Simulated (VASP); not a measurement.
Input:

```
CELL_PARAMETERS angstrom
      3.69200     0.00000     0.00000
      0.00000     3.69200     0.00000
      0.00000     0.00000     3.69200
ATOMIC_POSITIONS crystal
  Ru 0.00000 0.00000 0.00000
  Te 0.50000 0.50000 0.50000
```

These are r2SCAN meta-GGA, VASP's PBE PAW potentials (set 64) (plane waves; VASP) values and carry that method's errors. Numerical set-up: 400 eV cut-off, 9×9×9 Γ-centred mesh, first-order Methfessel-Paxton smearing of 0.10 eV, potentials Ru_pv Te.

Energy and stress use the plane-wave basis of the starting cell.

Task: The ions, cell shape and volume are relaxed. Give the cell that the relaxation ends in.

Result: 
```
CELL_PARAMETERS angstrom
      3.29861     0.00000     0.00000
      0.00000     3.29861     0.00000
      0.00000     0.00000     3.29861
ATOMIC_POSITIONS crystal
  Ru 0.00000 0.00000 0.00000
  Te 0.50000 0.50000 0.50000
```
Space group Pm-3m (221), at a tolerance of 0.03 Å.

Task: How do energy and volume change from the first to the last step?

Result: The energy (σ→0) changes by -701.8 meV/atom and the volume by -28.7 %, in 7 ionic steps.

```csv
step,E(σ→0) (eV),max force (eV/Å),pressure (GPa),volume (Å³)
1,-48.4716,0.000,-22.04,50.33
2,-48.9113,0.000,56.09,29.09
3,-49.8719,0.000,-2.11,36.39
4,-49.8750,0.000,-0.63,36.04
5,-49.8751,0.000,0.49,35.79
6,-49.8749,0.000,-0.66,36.05
7,-49.8753,0.000,0.02,35.89
```

The structure was generated: RuTe was put into the CsCl type type (Pm-3m), which need not be its known phase. This run relaxes it. Symmetry was kept, so distortions that lower it aren't found.
